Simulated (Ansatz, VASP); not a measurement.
# Cross-check of C (amorphous carbon) between VASP and Ansatz

Aim: how closely do two programs agree when they are given the same cell, functional and k mesh? Of the first pair: The cell is taken from a series of runs on this material, whose earlier steps may have relaxed, scaled, displaced or heated it; both programs get it as it stands.

Calculated with Ansatz 0.2.0; plane waves, with VASP 6.6.1 beside it; single point at PBE.

## 1. The structure

The cell holds 80 atoms: 80 C. Cell: a = 8.531 Å, b = 8.061 Å, c = 8.204 Å, α = 91.2°, β = 93.0°, γ = 88.3°. As first built, before any earlier steps moved the atoms (in the runner's words): 80 atoms (80 C) placed at random at 2.78 g/cm^3, melted at 5500 K for 10 ps at fixed volume with the Tersoff potential (Tersoff, Phys. Rev. B 39, 5566 (1989)). Quenched from 5500 K to 100 K at 10 K/ps and fixed volume, held 5 ps.

## 2. VASP: single point, PBE, pair 1

With cell and atoms fixed, the geometry can't cause a difference; cores, projectors, grids and the points listed under the comparison can.

Lines of VASP's logs that name or quote its potential files are left out, and so is its time.

INCAR reads:

```
SYSTEM = C
PREC = Accurate
ENCUT = 600
EDIFF = 1E-06
NELM = 120
ISMEAR = 0
SIGMA = 0.05
LREAL = Auto
ALGO = Normal
GGA = PE
NBANDS = 216
LORBIT = 11
LWAVE = .FALSE.
LCHARG = .FALSE.
ISIF = 2
LASPH = .TRUE.
GGA_COMPAT = .FALSE.
KPAR = 8
```

POSCAR reads:

```
C
1.0
    8.5273500000      0.1183200000     -0.2190300000
    0.1183200000      8.0597200000     -0.0846200000
   -0.2190300000     -0.0846200000      8.2003700000
C
80
Direct
    0.9879800000      0.8501900000      0.0253800000
    0.1801500000      0.2102300000      0.6061800000
    0.9017500000      0.9243100000      0.3161900000
    0.8288700000      0.4721100000      0.7200500000
    0.3116600000      0.8480700000      0.7347800000
    0.9248100000      0.0299300000      0.5930300000
    0.5371000000      0.5682900000      0.7348900000
    0.0781800000      0.1690000000      0.3130000000
    0.0864200000      0.9582800000      0.9128000000
    0.7301200000      0.0040000000      0.1061900000
    0.2785600000      0.5050300000      0.6139600000
    0.1202700000      0.5337100000      0.7048900000
    0.4065100000      0.2316600000      0.8864400000
    0.9140100000      0.7276400000      0.8774500000
    0.0010000000      0.4224900000      0.4468900000
    0.3226000000      0.4014100000      0.8792700000
    0.7859100000      0.8205000000      0.7674800000
    0.5098100000      0.1792300000      0.1953400000
    0.9334700000      0.1783100000      0.7056900000
    0.6626200000      0.4661000000      0.4735200000
    0.9848300000      0.5053800000      0.2727000000
    0.2362300000      0.1710000000      0.0871400000
    0.4627900000      0.5766300000      0.1164100000
    0.8305400000      0.2955200000      0.2468000000
    0.7495600000      0.5294600000      0.0359200000
    0.3938900000      0.4821000000      0.7340000000
    0.0665700000      0.6758200000      0.2767000000
    0.0594800000      0.3964100000      0.1421200000
    0.4609500000      0.2459600000      0.3597900000
    0.2163500000      0.6704700000      0.3829700000
    0.4099900000      0.0831400000      0.4467100000
    0.6594000000      0.2119200000      0.6343800000
    0.7467800000      0.1846600000      0.3580300000
    0.3970600000      0.8744200000      0.1809500000
    0.1327600000      0.3960700000      0.8314900000
    0.0059600000      0.8756200000      0.6266700000
    0.3732500000      0.8449700000      0.5819300000
    0.8822800000      0.9408400000      0.1419300000
    0.6540000000      0.1102100000      0.2192800000
    0.9259800000      0.7218200000      0.5421800000
    0.9729400000      0.5349500000      0.5932200000
    0.6789500000      0.5622600000      0.6334600000
    0.1978400000      0.0830300000      0.2419700000
    0.2403900000      0.3697800000      0.1563300000
    0.6908600000      0.5521400000      0.3374100000
    0.9619800000      0.7765500000      0.3759100000
    0.2815100000      0.8210800000      0.4331100000
    0.3096500000      0.5034000000      0.0393700000
    0.7503200000      0.7420700000      0.5998200000
    0.0394100000      0.4720500000      0.9734600000
    0.5205700000      0.9480100000      0.5421900000
    0.6789800000      0.9425200000      0.8146500000
    0.6275100000      0.2832100000      0.4654800000
    0.8042100000      0.2835500000      0.7079700000
    0.5858200000      0.0483900000      0.6889400000
    0.1043900000      0.7402200000      0.1153500000
    0.0764700000      0.2627000000      0.4642900000
    0.5980300000      0.5884600000      0.0117500000
    0.5230100000      0.6814200000      0.8732300000
    0.6307300000      0.9661500000      0.9777900000
    0.4151900000      0.8204900000      0.8776300000
    0.4408200000      0.1512400000      0.7384200000
    0.6375800000      0.8248600000      0.4755500000
    0.1005700000      0.2228500000      0.7690900000
    0.4491800000      0.9468300000      0.0185000000
    0.1391700000      0.1166300000      0.9271500000
    0.1574900000      0.6191800000      0.9942600000
    0.9725500000      0.2482600000      0.1918200000
    0.4804100000      0.7227300000      0.2225500000
    0.3149200000      0.9699200000      0.3200600000
    0.3319400000      0.1534900000      0.5958000000
    0.1313800000      0.8532900000      0.7626400000
    0.8738500000      0.5448400000      0.9097400000
    0.0977900000      0.6846000000      0.8231300000
    0.3322900000      0.3842800000      0.3288400000
    0.7940300000      0.4778500000      0.2113200000
    0.8444100000      0.0431100000      0.4346500000
    0.6115200000      0.7197700000      0.3381200000
    0.2858200000      0.5127500000      0.4390800000
    0.4039900000      0.1348500000      0.0425900000
```

KPOINTS reads:

```
Automatic mesh
0
Gamma
2 2 2
0 0 0
```

The projector-augmented-wave data sets are C (PBE family, release 64).

Run with:

```console
$ mpirun -np 8 vasp_std
```

Numbers of over 12 decimals in the logs are rounded to 6 here.

The program printed:

```text
[banner, memory and clock lines left out]
running    8 mpi-ranks, on    1 nodes
[...]
|                                                                             |
|           W    W    AA    RRRRR   N    N  II  N    N   GGGG   !!!           |
|           W    W   A  A   R    R  NN   N  II  NN   N  G    G  !!!           |
|           W    W  A    A  R    R  N N  N  II  N N  N  G       !!!           |
|           W WW W  AAAAAA  RRRRR   N  N N  II  N  N N  G  GGG   !            |
|           WW  WW  A    A  R   R   N   NN  II  N   NN  G    G                |
|           W    W  A    A  R    R  N    N  II  N    N   GGGG   !!!           |
|                                                                             |
|     For optimal performance we recommend to set                             |
|       NCORE = 2 up to number-of-cores-per-socket                            |
|     NCORE specifies how many cores store one orbital (NPAR=cpu/NCORE).      |
|     This setting can greatly improve the performance of VASP for DFT.       |
|     The default, NCORE=1 might be grossly inefficient on modern             |
|     multi-core architectures or massively parallel machines. Do your        |
|     Unfortunately you need to use the default for GW and RPA                |
|     calculations (for HF NCORE is supported but not extensively tested      |
|     yet).                                                                   |
|                                                                             |

 LDA part: xc-table for (Slater+PW92), standard interpolation
 POSCAR, INCAR and KPOINTS ok, starting setup
[...]
entering main loop
       N       E                     dE             d eps       ncg     rms          rms(c)
DAV:   1     0.127780156262E+04    0.12778E+04   -0.18188E+05  3456   0.160E+03
DAV:   2    -0.584825581141E+03   -0.18626E+04   -0.17564E+04  4160   0.306E+02
DAV:   3    -0.705455981663E+03   -0.12063E+03   -0.11750E+03  4168   0.724E+01
DAV:   4    -0.708762750679E+03   -0.33068E+01   -0.32838E+01  4392   0.118E+01
[...]
DAV:  16    -0.676929378202E+03   -0.25215E-04   -0.31012E-05  4112   0.144E-02    0.696E-03
DAV:  17    -0.676929381039E+03   -0.28367E-05   -0.58391E-06  4024   0.604E-03    0.355E-03
DAV:  18    -0.676929381983E+03   -0.94438E-06   -0.19272E-06  2936   0.325E-03
   1 F= -.67692938E+03 E0= -.67692433E+03  d E =-.101121E-01
```

OUTCAR, selected parts (step 2):

```text
  FREE ENERGIE OF THE ION-ELECTRON SYSTEM (eV)
  ---------------------------------------------------
  free  energy   TOTEN  =      -676.9293819831 eV

  energy  without entropy=     -676.9192698728  energy(sigma->0) =     -676.92432593
```

The run ends at a pressure of 0.00 GPa, with forces up to 0.052 eV/Å.

## 3. Ansatz: single point, PBE, pair 1

Ansatz runs on its default PAW (the set named soft_2) files.

The same cell, functional, mesh and smearing now go to Ansatz, which takes its cutoff from its data sets.

input.yaml reads:

```yaml
crystal:
  lattice:
    - [8.52735, 0.11832, -0.21903]
    - [0.11832, 8.05972, -0.08462]
    - [-0.21903, -0.08462, 8.20037]
  atoms:
    - { symbol: C, position: [0.98798, 0.85019, 0.02538] }
    - { symbol: C, position: [0.18015, 0.21023, 0.60618] }
    - { symbol: C, position: [0.90175, 0.92431, 0.31619] }
    - { symbol: C, position: [0.82887, 0.47211, 0.72005] }
    - { symbol: C, position: [0.31166, 0.84807, 0.73478] }
    - { symbol: C, position: [0.92481, 0.02993, 0.59303] }
    - { symbol: C, position: [0.5371, 0.56829, 0.73489] }
    - { symbol: C, position: [0.07818, 0.169, 0.313] }
    - { symbol: C, position: [0.08642, 0.95828, 0.9128] }
    - { symbol: C, position: [0.73012, 0.004, 0.10619] }
    - { symbol: C, position: [0.27856, 0.50503, 0.61396] }
    - { symbol: C, position: [0.12027, 0.53371, 0.70489] }
    - { symbol: C, position: [0.40651, 0.23166, 0.88644] }
    - { symbol: C, position: [0.91401, 0.72764, 0.87745] }
    - { symbol: C, position: [0.001, 0.42249, 0.44689] }
    - { symbol: C, position: [0.3226, 0.40141, 0.87927] }
    - { symbol: C, position: [0.78591, 0.8205, 0.76748] }
    - { symbol: C, position: [0.50981, 0.17923, 0.19534] }
    - { symbol: C, position: [0.93347, 0.17831, 0.70569] }
    - { symbol: C, position: [0.66262, 0.4661, 0.47352] }
    - { symbol: C, position: [0.98483, 0.50538, 0.2727] }
    - { symbol: C, position: [0.23623, 0.171, 0.08714] }
    - { symbol: C, position: [0.46279, 0.57663, 0.11641] }
    - { symbol: C, position: [0.83054, 0.29552, 0.2468] }
    - { symbol: C, position: [0.74956, 0.52946, 0.03592] }
    - { symbol: C, position: [0.39389, 0.4821, 0.734] }
    - { symbol: C, position: [0.06657, 0.67582, 0.2767] }
    - { symbol: C, position: [0.05948, 0.39641, 0.14212] }
    - { symbol: C, position: [0.46095, 0.24596, 0.35979] }
    - { symbol: C, position: [0.21635, 0.67047, 0.38297] }
    - { symbol: C, position: [0.40999, 0.08314, 0.44671] }
    - { symbol: C, position: [0.6594, 0.21192, 0.63438] }
    - { symbol: C, position: [0.74678, 0.18466, 0.35803] }
    - { symbol: C, position: [0.39706, 0.87442, 0.18095] }
    - { symbol: C, position: [0.13276, 0.39607, 0.83149] }
    - { symbol: C, position: [0.00596, 0.87562, 0.62667] }
    - { symbol: C, position: [0.37325, 0.84497, 0.58193] }
    - { symbol: C, position: [0.88228, 0.94084, 0.14193] }
    - { symbol: C, position: [0.654, 0.11021, 0.21928] }
    - { symbol: C, position: [0.92598, 0.72182, 0.54218] }
    - { symbol: C, position: [0.97294, 0.53495, 0.59322] }
    - { symbol: C, position: [0.67895, 0.56226, 0.63346] }
    - { symbol: C, position: [0.19784, 0.08303, 0.24197] }
    - { symbol: C, position: [0.24039, 0.36978, 0.15633] }
    - { symbol: C, position: [0.69086, 0.55214, 0.33741] }
    - { symbol: C, position: [0.96198, 0.77655, 0.37591] }
    - { symbol: C, position: [0.28151, 0.82108, 0.43311] }
    - { symbol: C, position: [0.30965, 0.5034, 0.03937] }
    - { symbol: C, position: [0.75032, 0.74207, 0.59982] }
    - { symbol: C, position: [0.03941, 0.47205, 0.97346] }
    - { symbol: C, position: [0.52057, 0.94801, 0.54219] }
    - { symbol: C, position: [0.67898, 0.94252, 0.81465] }
    - { symbol: C, position: [0.62751, 0.28321, 0.46548] }
    - { symbol: C, position: [0.80421, 0.28355, 0.70797] }
    - { symbol: C, position: [0.58582, 0.04839, 0.68894] }
    - { symbol: C, position: [0.10439, 0.74022, 0.11535] }
    - { symbol: C, position: [0.07647, 0.2627, 0.46429] }
    - { symbol: C, position: [0.59803, 0.58846, 0.01175] }
    - { symbol: C, position: [0.52301, 0.68142, 0.87323] }
    - { symbol: C, position: [0.63073, 0.96615, 0.97779] }
    - { symbol: C, position: [0.41519, 0.82049, 0.87763] }
    - { symbol: C, position: [0.44082, 0.15124, 0.73842] }
    - { symbol: C, position: [0.63758, 0.82486, 0.47555] }
    - { symbol: C, position: [0.10057, 0.22285, 0.76909] }
    - { symbol: C, position: [0.44918, 0.94683, 0.0185] }
    - { symbol: C, position: [0.13917, 0.11663, 0.92715] }
    - { symbol: C, position: [0.15749, 0.61918, 0.99426] }
    - { symbol: C, position: [0.97255, 0.24826, 0.19182] }
    - { symbol: C, position: [0.48041, 0.72273, 0.22255] }
    - { symbol: C, position: [0.31492, 0.96992, 0.32006] }
    - { symbol: C, position: [0.33194, 0.15349, 0.5958] }
    - { symbol: C, position: [0.13138, 0.85329, 0.76264] }
    - { symbol: C, position: [0.87385, 0.54484, 0.90974] }
    - { symbol: C, position: [0.09779, 0.6846, 0.82313] }
    - { symbol: C, position: [0.33229, 0.38428, 0.32884] }
    - { symbol: C, position: [0.79403, 0.47785, 0.21132] }
    - { symbol: C, position: [0.84441, 0.04311, 0.43465] }
    - { symbol: C, position: [0.61152, 0.71977, 0.33812] }
    - { symbol: C, position: [0.28582, 0.51275, 0.43908] }
    - { symbol: C, position: [0.40399, 0.13485, 0.04259] }
kpoints:
  mp_grid: { grid: [2, 2, 2] }
hamiltonian:
  xc: pbe
scf:
  occupations: { method: gaussian, width: 0.05 }
output:
  forces: true
  stress: true
  populations: true
  dos:
    method: { smearing: { sigma: 0.15 } }
    de: 0.1
    projected: { site_lists: { C: [C] } }
  eigenvalues: true
  write_density: true
  write_potential: true
  volumetric_format: npy
  elf: true
```

Run with:

```console
$ ansatz run input.yaml --threads 4 --pin off --max-ram 15872MiB --backend cpu --events-out ev --progress --plain --runs-dir out
```

The program printed:

```text
Engine: ansatz 0.2.0, x86_64-unknown-linux-gnu
Pseudopotentials: kind: paw
Pseudopotential: C, paw, valence charge 4, recommended cutoff 420 eV (normal), C.paw.azcp
Functional definition: PBE
  parameter kappa = 0.804
  parameter beta = 0.066725
  exchange = pbe_x(kappa = kappa, mu = beta*pi^2/3)
  correlation = pbe_c(beta = beta)
Crystal: 80 atoms, lattice volume = 563.037 Å³
Basis set: ecut = 420 eV, 11007 PW (Γ), exchange–correlation on 120×108×120 points (8 copies of the dense FFT grid, shifted against one another)
Bands: 240, of which v1, the nominal top of the filled ones, is band 160 counted from 1 (159 counted from 0)
Symmetry: 1 space group operations
Space group: P1 (ITA 1), of the structure as read, at distance tolerance 8.3e-5 Å
k-points: 8
Non-local potential: C, projectors of the file, l = 0: 2, l = 1: 2, l = 2: 1
PAW form: soft (Blöchl's): semilocal exchange-correlation on the pseudo side does not see the compensation charge
PAW one-centre angular grid: C, 110 points (default); XC on 64 Gauss nodes
Initial density: superposition of atomic densities (neutral atoms: chi_scale 0, normalization atom), corrected by the library's trained network
Initial wavefunctions: pseudopotential atomic-orbital guess
Functional: x = pbe(κ = 0.804, μ = 0.219515), c = pbe(β = 0.066725)
SCF iter   1: F=—  HF=-20014.371008 eV  |F-HF|=—  |Δ(HF+E_count)|=         —  Δρ=1.55e-2  dr2=2.28e0  ethr=1.77e-3  ⟨swp⟩=6.0  Hψ=8473  notcnv=0  defer=375
preconditioner: auto → LDOS  [insulator: Δε(μ)=0.081 eV  Ē_g=15.082 eV  σ=0.050 eV  W_gap=0.73  n_scr=150 (ndim 8)  ℏωp=28.0 eV  f_vac=0.013  D(μ)=5.09/eV (n_scr^D=20)  ε∞_Penn≈4.4  β→1.0]
SCF iter   2: F=—  HF=-20014.324497 eV  |F-HF|=—  |Δ(HF+E_count)|=   4.65e-2  Δρ=1.21e-2  dr2=2.01e0  ethr=7.14e-4  ⟨swp⟩=2.0  Hψ=2992  notcnv=0  defer=577
SCF iter   3: F=—  HF=-20013.999828 eV  |F-HF|=—  |Δ(HF+E_count)|=   3.25e-1  Δρ=2.97e-3  dr2=9.61e-2  ethr=6.27e-4  ⟨swp⟩=2.4  Hψ=2242  notcnv=0  defer=577
SCF iter   4: F=—  HF=-20013.985768 eV  |F-HF|=—  |Δ(HF+E_count)|=   1.41e-2  Δρ=1.03e-3  dr2=8.47e-3  ethr=3.00e-5  ⟨swp⟩=2.2  Hψ=2790  notcnv=0  defer=572
SCF iter   5: F=—  HF=-20013.984632 eV  |F-HF|=—  |Δ(HF+E_count)|=   1.14e-3  Δρ=3.63e-4  dr2=1.04e-3  ethr=2.65e-6  ⟨swp⟩=2.0  Hψ=2417  notcnv=0  defer=572
SCF iter   6: F=—  HF=-20013.984596 eV  |F-HF|=—  |Δ(HF+E_count)|=   3.66e-5  Δρ=1.81e-4  dr2=2.24e-4  ethr=3.24e-7  ⟨swp⟩=2.1  Hψ=2129  notcnv=0  defer=572
SCF iter   7: F=—  HF=-20013.984597 eV  |F-HF|=—  |Δ(HF+E_count)|=   1.86e-6  Δρ=7.91e-5  dr2=5.44e-5  ethr=7.00e-8  ⟨swp⟩=2.1  Hψ=2231  notcnv=0  defer=572
SCF iter   8: F=—  HF=-20013.984612 eV  |F-HF|=—  |Δ(HF+E_count)|=   1.46e-5  Δρ=3.07e-5  dr2=6.76e-6  ethr=1.70e-8  ⟨swp⟩=2.4  Hψ=2634  notcnv=0  defer=572
SCF iter   9: F=—  HF=-20013.984612 eV  |F-HF|=—  |Δ(HF+E_count)|=   2.60e-7  Δρ=1.29e-5  dr2=1.28e-6  ethr=2.11e-9  ⟨swp⟩=2.0  Hψ=2070  notcnv=0  defer=572
SCF iter  10: F=—  HF=-20013.984612 eV  |F-HF|=—  |Δ(HF+E_count)|=   1.49e-8  Δρ=5.10e-6  dr2=1.80e-7  ethr=4.01e-10  ⟨swp⟩=2.0  Hψ=2279  notcnv=0  defer=572
SCF iter  11: F=-20013.984612 eV  HF=-20013.984612 eV  |F-HF|=1.63e-8  |Δ(HF+E_count)|=   9.41e-9  Δρ=2.06e-6  dr2=2.79e-8  ethr=3.13e-11  ⟨swp⟩=21.6  Hψ=16617  notcnv=0
SCF 1 converged in 11 iterations: F = -20013.984612 eV  dr2 = 2.79e-8
  greatest PAW one-centre occupation: 0.693 electrons in one spin orbital (limit 2), on the C atom at site 38 (counted from 0), in its partial waves of l = 0
SCF converged after 11 iterations
Free energy (F): -20013.984612 eV
Harris-Foulkes:  -20013.984612 eV  (|F-HF|=1.63e-8)
Internal energy: -20013.974527 eV  (E = F + TS)
E sigma→0 (E₀):  -20013.979570 eV
Entropy (-TS):   -0.010084 eV (-0.126 meV/atom)
Fermi energy:    10.309800 eV
--- Per-component energies (eV) ---
  E_band       = 348.768463
  E_kinetic    = 7240.521071
  E_local      = -8749.893735  (includes V_loc(G=0)·N_el)
  E_nonlocal   = 2157.383436
  E_hartree    = 2492.924658
  E_xc         = -3841.584170
  E_vxc        = -4761.717318  (∫ρ·V_xc dr)
  E_paw        = -7930.600684  (= ΣΔE_a)
  E_vpaw       = -523.375188  (= ΣTr[D̂ρ^β])
  E_aug_tail   = 0.000620  (compensation charges beyond the density's cutoff)
  E_ewald      = -11382.725723
  E_smearing   = -0.010084  (= −TS)
  E_closure    = 0.000000  (closes the sum)
  Σ components = -20013.984612   (vs F -20013.984612, Δ=0.00e0)
--- Forces (eV/Å), atoms counted from 1 ---
  atom   1  C     -0.00236258    -0.00559261    -0.00292408
  atom   2  C      0.00333059    -0.00548302     0.00279280
  atom   3  C      0.00033977    -0.00074894    -0.00517306
  atom   4  C     -0.00183552     0.00609290     0.00040254
  atom   5  C      0.00057748     0.00144112    -0.00682209
  atom   6  C     -0.00002358     0.00184205     0.00273916
  atom   7  C      0.00805878    -0.00606102    -0.00689680
  atom   8  C     -0.00684869     0.00045444    -0.00119965
[...]
k-point 1: bands = [... 156 lower, 9.6173, 9.8415, 10.0133, 10.1159, 10.4205, 10.5372, 10.7109, 10.8797, ... 76 higher]
  k-point 2: bands = [... 156 lower, 9.4919, 9.5650, 9.9008, 10.0860, 10.4947, 10.6324, 10.8264, 10.9512, ... 76 higher]
  k-point 7: bands = [... 156 lower, 9.5408, 9.8414, 9.9463, 10.1389, 10.3705, 10.6384, 10.7016, 11.0085, ... 76 higher]
--- Löwdin populations: 80 sites ---
  site symbol       q [e]
     0      C      3.9617
     1      C      4.0013
     2      C      3.9654
     3      C      3.9632
     4      C      3.9704
     5      C      3.9753
     6      C      3.9512
     7      C      3.9589
     8      C      3.9563
     9      C      3.9668
    10      C      3.9691
    11      C      3.9681
    12      C      4.0388
    13      C      3.9758
    14      C      4.0393
    15      C      3.9695
    16      C      3.9928
    17      C      3.9941
    18      C      3.9644
    19      C      3.9864
    20      C      3.9327
    21      C      3.9583
    22      C      4.0776
    23      C      3.9083
[...]
72      C      3.9759
    73      C      3.9437
    74      C      3.9868
    75      C      3.9648
    76      C      4.0129
    77      C      3.9975
    78      C      4.0078
    79      C      3.9389
  spilling = 0.006339 (of n_electrons = 320.000000)
```

The column dr2 measures how far the density is from self-consistency, as an energy; F and HF (Harris–Foulkes) agree once it is small.

## 4. Side by side

Known differences besides the potentials themselves: the cutoff is 420 eV in Ansatz and 600 eV in VASP (PREC = Accurate, projectors in real space). Total energies have different zeros and are not compared.

The two programs side by side:

```csv
quantity,Ansatz,VASP,difference
pressure (GPa),0.00,0.00,0.00
```

At this near-relaxed geometry the largest component of a force difference is 43 meV/Å.

(Continued in part 2 of 3.)

[Lines on the potential files, build, host, timing and source positions are cut from VASP's logs without a mark.]

[Logs are printed without paths, hosts, clocks, repeated set-up lines and the standing remarks that a program may print on its own settings, such as how far it seeks lower states.]

[Hosts, paths, dates, database ids (printed as entryN), source tags and the programs' standing remarks are cut or masked in the printed files.]
